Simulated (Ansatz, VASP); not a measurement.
GeBi3: VASP beside Ansatz

The input POSCAR:

```
GeBi3
1.0
    0.0000000000      3.8668210000      3.8668210000
    3.8668210000      0.0000000000      3.8668210000
    3.8668210000      3.8668210000      0.0000000000
Ge Bi
1 3
Direct
    0.0000000000      0.0000000000      0.0000000000
    0.2500000000      0.2500000000      0.2500000000
    0.7500000000      0.7500000000      0.7500000000
    0.5000000000      0.5000000000      0.5000000000
```

File INCAR.step1:

```
  PREC = Accurate
  ENCUT = 600
  ISMEAR = -1
  SIGMA = 0.1
  LREAL = F
  LASPH = T
  NELM = 100
  GGA = PE
  ALGO = Normal
  EDIFF = 1E-4
  LWAVE = T
  LCHARG = F
```

Contents of INCAR.step2:

```
  PREC = Accurate
  ENCUT = 600
  EDIFF = 1E-6
  ISMEAR = -1
  SIGMA = 0.1
  LREAL = F
  LASPH = T
  NELM = 100
  ALGO = Normal
  ISIF = 3
  LWAVE = F
  LCHARG = F
  METAGGA = R2SCAN
  LMIXTAU = T
  IBRION = 2
  NSW = 50
  EDIFFG = -0.03
  ISTART = 1
```

File KPOINTS:

```
regular mesh
0
Gamma
  5 5 5
```

Input for Ansatz:

```yaml
crystal:
  lattice:
    - [0.0, 3.866821, 3.866821]
    - [3.866821, 0.0, 3.866821]
    - [3.866821, 3.866821, 0.0]
  atoms:
    - { symbol: Ge, position: [0.0, 0.0, 0.0] }
    - { symbol: Bi, position: [0.25, 0.25, 0.25] }
    - { symbol: Bi, position: [0.75, 0.75, 0.75] }
    - { symbol: Bi, position: [0.5, 0.5, 0.5] }
basis:
  ecutwfc: 517.0163386738
kpoints:
  mp_grid: { grid: [5, 5, 5], shift: [0.0, 0.0, 0.0] }
hamiltonian:
  xc: r2scan
  pseudopotentials: { kind: paw }
scf:
  max_iter: 75
  convergence: { dr2_threshold: 1.0e-08 }
  occupations: { method: fermi_dirac, width: 0.1 }
relax:
  f_tol: 0.03
  max_steps: 30
  cell: { stress_tol: 0.1 }
```

Alike in both runs: task relaxation of cell and atoms; functional r2SCAN; k mesh 5 × 5 × 5; occupations fermi-dirac, width 0.1 eV; no spin polarisation.

|  | VASP | Ansatz |
| --- | --- | --- |
| version | VASP 6.6.1 | Ansatz 0.2.0 |
| potentials or method | VASP PAW PBE potentials, release 64 (Ge_d, Bi_d) | plane waves, PAW |
| plane-wave cutoff (eV) | 600 | 517 |
| valence electrons in the cell | 59 | 59 |

```csv
,VASP,Ansatz,Ansatz less VASP
relaxed volume (Å³/atom),28.37,28.36,-0.007
relaxed cell length with the largest relative difference (Å),5.434,5.434,-0.0005
energy change over the relaxation (meV/atom),-2,-2,-0.1
```

Ansatz warned: «stress_scf_threshold_loose».

Caveats: the PAW data sets were made with another functional, which shifts forces and pressure a little (VASP).
